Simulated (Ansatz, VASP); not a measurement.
# Al7GaN8 (Al0.87Ga0.13N, wurtzite): VASP beside Ansatz, part 2 of 2

Aim: how closely do two programs agree when they are given the same cell, functional and k mesh? The cell is invented: As first built, before any earlier steps moved the atoms (in the runner's words): 2x2x1 conventional cells of the AlN type (16 atoms: 8 N, 7 Al, 1 Ga); Al/Ga share their sites, the best of 600 random draws by like-pair counts in two shells; start lattice by linear mixing of the end members' cells; atoms moved at random by 0.02 A. It may not be a known or stable phase. The cell is taken from a series of runs on this material, whose earlier steps may have relaxed, scaled, displaced or heated it; both programs get it as it stands.

VASP 6.6.1 and Ansatz 0.2.0.

So far. Step 2 (VASP: single point, HSE06): The run ends at a pressure of -5.62 GPa, with forces up to 0.11 eV/Å.

**3. Ansatz: single point, HSE06**

Level of this step: Ansatz beside VASP: Kohn-Sham DFT, plane waves, HSE06 (Ansatz).

Ansatz runs on its default PAW (the set named soft_2) files.

The same cell, functional and mesh now go to Ansatz, which takes its cutoff from its data sets.

Input file input.yaml:

```yaml
crystal:
  lattice:
    - [6.2801, 0.0, 0.0]
    - [-3.14005, 5.43873, 0.0]
    - [0.0, 0.0, 5.05138]
  atoms:
    - { symbol: "N", position: [0.1664, 0.33208, 0.37871] }
    - { symbol: "N", position: [0.33753, 0.17364, 0.87726] }
    - { symbol: "N", position: [0.16687, 0.83231, 0.3917] }
    - { symbol: "N", position: [0.33753, 0.66165, 0.87725] }
    - { symbol: "N", position: [0.6671, 0.33208, 0.37871] }
    - { symbol: "N", position: [0.83353, 0.16565, 0.87944] }
    - { symbol: "N", position: [0.6671, 0.83278, 0.37871] }
    - { symbol: "N", position: [0.82554, 0.66165, 0.87725] }
    - { symbol: Al, position: [0.16638, 0.33207, 0.99935] }
    - { symbol: Al, position: [0.33445, 0.16748, 0.4992] }
    - { symbol: Al, position: [0.33445, 0.66473, 0.4992] }
    - { symbol: Al, position: [0.66711, 0.33207, 0.99935] }
    - { symbol: Al, position: [0.83353, 0.16565, 0.49874] }
    - { symbol: Al, position: [0.66711, 0.8328, 0.99935] }
    - { symbol: Al, position: [0.8317, 0.66473, 0.4992] }
    - { symbol: Ga, position: [0.16687, 0.83232, 0.00033] }
kpoints:
  mp_grid: { grid: [2, 2, 2] }
hamiltonian:
  xc: hse06
scf:
  occupations: { method: fixed }
output:
  forces: true
  eigenvalues: true
```

Launch:

```
$ ansatz run input.yaml --threads 8 --pin off --max-ram 15360MiB --backend cpu --events-out ev --progress --plain --runs-dir out
```

Numbers of over 12 decimals in the logs are rounded to 6 here.

Output:

```text
Warning: the atoms were moved onto the symmetric positions of the space group found under crystal.symmetry.tolerance 1.0e-5 (fractional; no operation is sought that the atoms, as they stand in a round, miss by more than twice it, and no atom is moved by as much as it), and the run uses the moved positions. Before a round's move an operation carried an atom to 7.07e-5 Å from where it should land, the largest such dist [...]
[...]
Initial density: superposition of atomic densities (neutral atoms: chi_scale 0, normalization atom), corrected by the library's trained network
Initial wavefunctions: pseudopotential atomic-orbital guess
Functional: x = pbe(κ = 0.804, μ = 0.219515), c = pbe(β = 0.066725), warm-up for x = pbe(κ = 0.804, μ = 0.219515) + 0.25 (exact − pbe) at short range (hse, ω = 0.207870 Å⁻¹), c = pbe(β = 0.066725); HSE06 as pw.x's `hse` composes it (authors' and Libxc's form: `xc: wpbeh`)
SCF iter   1: F=—  HF=-10637.480459 eV  |F-HF|=—  |Δ(HF+E_count)|=         —  Δρ=1.51e-3  dr2=5.22e-3  ethr=1.77e-3  ⟨swp⟩=9.0  Hψ=1152  notcnv=0
preconditioner: auto → none  [insulator: Δε(μ)=3.674 eV  Ē_g=13.901 eV  n_scr=44 (ndim 8)  ℏωp=24.3 eV  f_vac=0.000]
SCF iter   2: F=—  HF=-10637.482500 eV  |F-HF|=—  |Δ(HF+E_count)|=   2.04e-3  Δρ=1.14e-3  dr2=1.61e-3  ethr=7.05e-6  ⟨swp⟩=5.2  Hψ=801  notcnv=0
iter 3 solved again at ethr=1.87e-7 eV; its pass at ethr=2.17e-6 eV (dr2=1.38e-4 eV) is discarded
SCF iter   3: F=-10637.482433 eV  HF=-10637.482316 eV  |F-HF|=1.17e-4  |Δ(HF+E_count)|=   1.84e-4  Δρ=4.00e-4  dr2=1.38e-4  ethr=1.87e-7  ⟨swp⟩=3.2  Hψ=1034  notcnv=0  defer=1
SCF 1 stopped early in 3 iterations: F = -10637.482433 eV  dr2 = 1.38e-4
  greatest PAW one-centre occupation: 0.995 electrons in one spin orbital (limit 2), on the Ga atom at site 15 (counted from 0), in its partial waves of l = 2
Initial density: handed on by an earlier stage of this run
Initial wavefunctions: those handed on with the density
Functional: x = pbe(κ = 0.804, μ = 0.219515) + 0.25 (exact − pbe) at short range (hse, ω = 0.207870 Å⁻¹), c = pbe(β = 0.066725); HSE06 as pw.x's `hse` composes it (authors' and Libxc's form: `xc: wpbeh`)
Exchange kernel: α = 0.2500, screened, ω = 0.2079 Å⁻¹, Wigner–Seitz truncation, v(0) = 954.6111 eV·Å³, q-mesh 2×2×2, nearest image of the exchange supercell L = 10.10 Å, pair-density grid 40×40×36, without the augmentation charges, whose exchange is taken in its separable form by FFT convolution over the k-point mesh (the finest that the files' search goes to), smooth part of the exact exchange by density-matrix convolution
Frozen-core exchange: fock
SCF iter   1: F=—  HF=-10641.159653 eV  |F-HF|=—  |Δ(HF+E_count)|=         —  Δρ=8.69e-3  dr2=5.63e-2  ethr=1.86e-6  ⟨swp⟩=8.8  Hψ=1255  notcnv=0
preconditioner: auto → none  [insulator: Δε(μ)=4.991 eV  Ē_g=16.141 eV  n_scr=44 (ndim 8)  ℏωp=24.3 eV  f_vac=0.000]
SCF iter   2: F=—  HF=-10641.135493 eV  |F-HF|=—  |Δ(HF+E_count)|=   2.42e-2  Δρ=3.08e-3  dr2=1.02e-2  ethr=1.86e-6  ⟨swp⟩=4.2  Hψ=822  notcnv=0
SCF iter   3: F=—  HF=-10641.159057 eV  |F-HF|=—  |Δ(HF+E_count)|=   2.36e-2  Δρ=2.05e-3  dr2=3.26e-3  ethr=1.86e-6  ⟨swp⟩=4.2  Hψ=777  notcnv=0
SCF iter   4: F=—  HF=-10641.157940 eV  |F-HF|=—  |Δ(HF+E_count)|=   1.12e-3  Δρ=4.35e-4  dr2=1.57e-4  ethr=1.86e-6  ⟨swp⟩=4.0  Hψ=521  notcnv=0
SCF iter   5: F=—  HF=-10641.158199 eV  |F-HF|=—  |Δ(HF+E_count)|=   2.58e-4  Δρ=1.50e-4  dr2=2.37e-5  ethr=1.81e-7  ⟨swp⟩=4.5  Hψ=571  notcnv=0
SCF iter   6: F=-10641.158194 eV  HF=-10641.158192 eV  |F-HF|=2.67e-6  |Δ(HF+E_count)|=   6.96e-6  Δρ=3.99e-5  dr2=3.96e-6  ethr=3.01e-8  ⟨swp⟩=4.0  Hψ=643  notcnv=0
SCF 2 stopped early in 6 iterations: F = -10641.158194 eV  dr2 = 3.96e-6
  Residual-converged pass: ⟨swp⟩=3.5  Hψ=552  notcnv=0  max |occ|·‖R‖ = 5.8e-6 eV (tolerance 6.7e-6 eV)  dr2=4.01e-6  dr2_onsite=4.47e-7  max |Δocc| = 0.0e0
  greatest PAW one-centre occupation: 0.996 electrons in one spin orbital (limit 2), on the Ga atom at site 15 (counted from 0), in its partial waves of l = 2
hybrid outer 1: dexx = +2.863e-2 eV, tail = 5.42e-5 eV
Exchange kernel: α = 0.2500, screened, ω = 0.2079 Å⁻¹, Wigner–Seitz truncation, v(0) = 954.6111 eV·Å³, q-mesh 2×2×2, nearest image of the exchange supercell L = 10.10 Å, pair-density grid 40×40×36, without the augmentation charges, whose exchange is taken in its separable form by FFT convolution over the k-point mesh (the finest that the files' search goes to), smooth part of the exact exchange by density-matrix convolution
Frozen-core exchange: fock
SCF iter   1: F=—  HF=-10641.157888 eV  |F-HF|=—  |Δ(HF+E_count)|=         —  Δρ=2.26e-5  dr2=6.82e-7  ethr=3.66e-7  ⟨swp⟩=3.0  Hψ=516  notcnv=0
preconditioner: auto → none  [insulator: Δε(μ)=5.039 eV  Ē_g=16.108 eV  n_scr=44 (ndim 8)  ℏωp=24.3 eV  f_vac=0.000]
SCF iter   2: F=—  HF=-10641.157889 eV  |F-HF|=—  |Δ(HF+E_count)|=   1.52e-6  Δρ=1.39e-5  dr2=1.92e-7  ethr=7.72e-10  ⟨swp⟩=6.0  Hψ=894  notcnv=0  defer=5
SCF iter   3: F=—  HF=-10641.157889 eV  |F-HF|=—  |Δ(HF+E_count)|=   3.24e-8  Δρ=4.82e-6  dr2=2.51e-8  ethr=2.45e-10  ⟨swp⟩=4.0  Hψ=538  notcnv=0
SCF iter   4: F=-10641.157889 eV  HF=-10641.157889 eV  |F-HF|=1.96e-8  |Δ(HF+E_count)|=   7.14e-8  Δρ=3.61e-6  dr2=2.37e-8  ethr=2.74e-11  ⟨swp⟩=5.5  Hψ=772  notcnv=0  defer=5
SCF 3 converged in 4 iterations: F = -10641.157889 eV  dr2 = 2.37e-8
  Residual-converged pass: ⟨swp⟩=3.0  Hψ=445  notcnv=0  max |occ|·‖R‖ = 1.2e-6 eV (tolerance 1.3e-6 eV)  dr2=2.38e-8  dr2_onsite=2.43e-9  max |Δocc| = 0.0e0
hybrid outer 2: dexx = +7.855e-7 eV, tail = 6.88e-8 eV, Δε = 2.55e-3 eV (about 1.04e-4 eV left of the loop's levels), ΔF = 4.62e-4 eV/Å (tail 3.53e-4)
hybrid SCF converged: 2 outer / 10 inner (+3 warm-up), last move |dexx| = 7.86e-7 eV, tail = 6.88e-8 eV
Stability not checked: this state was not tested for a lower state beside it, because the functional holds exact exchange (a hybrid, or Hartree-Fock), whose exchange loop this test does not read (fock_operator; see scf.lower_state_search)
Free energy (F): -10641.157889 eV
Frozen-core exchange: fock
Harris-Foulkes:  -10641.157889 eV  (|F-HF|=1.96e-8)
Internal energy: -10641.157889 eV  (E = F + TS)
E sigma→0 (E₀):  -10641.157889 eV
Fermi energy:    6.337523 eV
--- Per-component energies (eV) ---
  E_band       = -47.654780
  E_kinetic    = 1360.081354
  E_local      = -4168.484739  (includes V_loc(G=0)·N_el)
  E_nonlocal   = 852.802022
  E_hartree    = 1761.777428
  E_xc         = -680.164645
  E_vxc        = -713.694802  (∫ρ·V_xc dr)
  E_exx        = -186.908678  (= α·E_x^exact, valence–valence)
  E_paw        = -6263.216927  (= ΣΔE_a)
  E_vpaw       = -528.093496  (= ΣTr[D̂ρ^β])
  E_aug_tail   = 0.000705  (compensation charges beyond the density's cutoff)
  E_ewald      = -3316.665545
  E_core_change = -0.378864  (= ΣΔE_core)
  E_smearing   = -0.000000  (= −TS)
  E_closure    = 0.000000  (closes the sum)
  Σ components = -10641.157889   (vs F -10641.157889, Δ=0.00e0)
--- Forces (eV/Å), atoms counted from 1 ---
  atom   1  N     -0.00164391    -0.00094911     0.01081216
  atom   2  N      0.00000000    -0.10447690     0.05283868
  atom   3  N     -0.00000000     0.00000000    -0.07274741
  atom   4  N     -0.09047965     0.05223845     0.05283868
  atom   5  N      0.00164391    -0.00094911     0.01081216
  atom   6  N      0.00000000    -0.00000000     0.01600066
  atom   7  N      0.00000000     0.00189823     0.01081216
  atom   8  N      0.09047965     0.05223845     0.05283868
  atom   9  Al     0.03007201     0.01736208    -0.03308387
  atom  10  Al     0.00000000    -0.00434227     0.00186733
  atom  11  Al    -0.00376051     0.00217113     0.00186733
  atom  12  Al    -0.03007201     0.01736208    -0.03308387
  atom  13  Al     0.00000000    -0.00000000    -0.01639720
  atom  14  Al     0.00000000    -0.03472416    -0.03308387
  atom  15  Al     0.00376051     0.00217113     0.00186733
  atom  16  Ga     0.00000000     0.00000000    -0.02436799
  max |Σ_I F_I| component: 2.09e-4 eV/Å
--- Band table (eV) ---
  k-point 0: bands = ["-10.2546", "-9.2803", "-9.2517", "-9.2517", "-8.5931", "-8.5931", "-8.2297", "-7.9281", "-7.9281", "-7.8327", "-7.1434", "-7.1434", "-7.0938", "-0.1857", "0.3293", "0.5237", "0.5237", "1.6112", "1.8867", "1.8867", "2.6631", "2.7447", "2.7447", "4.0378", "4.0583", "4.0583", "4.4286", "4.4718", "4.4718", "5.3968", "5.3968", "5.4976", "5.6352", "5.6352", "6.2152", "6.2152", "6.3375", "11.3766", "13.0692", "13.3700", "13.3700", "13.4731", "13.4731", "13.6152", "13.9650", "15.1934", "15.8437", "15.8437", "18.0487", "18.0487", "18.1405", "18.4968", "18.5799"]
  k-point 1: bands = ["-9.6152", "-9.3303", "-9.2255", "-9.2255", "-8.7607", "-8.5956", "-8.5956", "-7.8587", "-7.8108", "-7.8108", "-7.5082", "-7.2392", "-7.2392", "-0.1891", "0.3520", "0.3552", "0.3552", "0.4402", "0.4402", "2.6537", "2.8765", "4.6456", "4.6851", "4.6851", "4.7420", "4.7695", "4.7695", "4.7901", "4.8118", "4.8118", "4.8555", "4.8555", "5.1252", "5.6971", "5.6971", "5.9173", "5.9173", "12.5034", "12.8594", "12.8594", "12.8743", "12.8743", "12.9085", "13.7028", "13.9435", "16.0118", "16.7905", "16.8873", "16.8873", "17.1264", "17.1264", "17.9033", "17.9852"]
  k-point 2: bands = ["-9.6816", "-9.5059", "-9.2459", "-9.2202", "-8.8933", "-8.5961", "-8.5911", "-8.1499", "-8.0324", "-7.5754", "-7.3034", "-7.0654", "-6.9614", "0.7255", "0.8963", "1.3668", "1.4677", "1.7758", "1.9266", "2.4716", "2.5705", "2.5879", "2.7217", "3.1548", "3.2772", "3.6379", "3.8170", "4.3859", "4.4503", "4.6014", "4.6641", "4.7777", "4.8163", "5.8150", "5.8280", "5.9058", "6.0190", "13.2635", "13.3700", "13.5601", "13.6621", "14.8722", "15.2281", "15.5112", "15.6674", "15.7309", "15.8632", "16.4758", "16.5951", "17.1451", "17.6283", "17.6302", "17.9373"]
  k-point 3: bands = ["-9.4197", "-9.3245", "-9.2221", "-8.7259", "-8.6825", "-8.5962", "-8.5386", "-8.3588", "-8.2440", "-7.8329", "-7.6130", "-7.5030", "-7.2768", "0.6132", "1.0594", "1.0747", "1.1128", "1.8335", "2.0363", "2.1365", "2.1801", "3.1542", "3.1751", "3.2055", "3.2266", "4.5181", "4.5850", "4.6052", "4.7167", "5.1243", "5.1310", "5.1764", "5.2062", "5.2075", "5.2433", "5.4317", "5.4378", "13.7085", "14.0065", "14.1259", "14.1677", "14.2567", "14.2667", "14.2793", "14.3621", "16.1456", "16.6500", "16.6921", "16.7249", "16.8046", "17.1442", "17.2207", "17.3733"]
```

**4. Comparison**

Known differences besides the potentials themselves: exact exchange at q = 0 is treated differently, which shows on coarse meshes; VASP keeps PBE cores, Ansatz makes them for the functional; fixed occupations in Ansatz, narrow Gaussian smearing in VASP; VASP takes a coarser grid for exact exchange (PRECFOCK = Fast); Ansatz takes its cutoff from its data sets, VASP runs at 520 eV. Total energies have different zeros and are not compared.

Both answers:

```csv
quantity,Ansatz,VASP,difference
gap on the k mesh (eV),5.039,5.040,-0.001
```

Forces on 7 of the 16 atoms, those with the largest forces and the largest differences (eV/Å; atoms numbered as in POSCAR):

```csv
atom,"Ansatz x, y, z","VASP x, y, z"
N2,"0.000, -0.104, 0.053","0.000, -0.100, 0.050"
N3,"0.000, 0.000, -0.073","-0.001, 0.000, -0.068"
N4,"-0.090, 0.052, 0.053","-0.087, 0.050, 0.051"
N8,"0.090, 0.052, 0.053","0.087, 0.050, 0.051"
Al9,"0.030, 0.017, -0.033","0.031, 0.018, -0.033"
Al12,"-0.030, 0.017, -0.033","-0.031, 0.018, -0.032"
Al14,"0.000, -0.035, -0.033","0.000, -0.036, -0.033"
```

The forces differ by 1.7 meV/Å r.m.s., which is 5.3 % of the r.m.s. force of 0.033 eV/Å (both taken over all components). A gap on the mesh is an upper bound, since the band edges may lie between its points.

**5. Results**

```
r.m.s. force difference (single point, HSE06) : 1.7 meV/Å
```

The r.m.s. force difference is 1.7 meV/Å (single point, HSE06), within the 12 meV/Å picked in this series as the mark of a large difference. How closely two codes agree says nothing of how well the functional describes the real material.

[Lines on the potential files, build, host, timing and source positions are cut from VASP's logs without a mark.]

[Logs are printed without paths, hosts, clocks, repeated set-up lines and the standing remarks that a program may print on its own settings, such as how far it seeks lower states.]

[Hosts, paths, dates, database ids (printed as entryN), source tags and the programs' standing remarks are cut or masked in the printed files.]
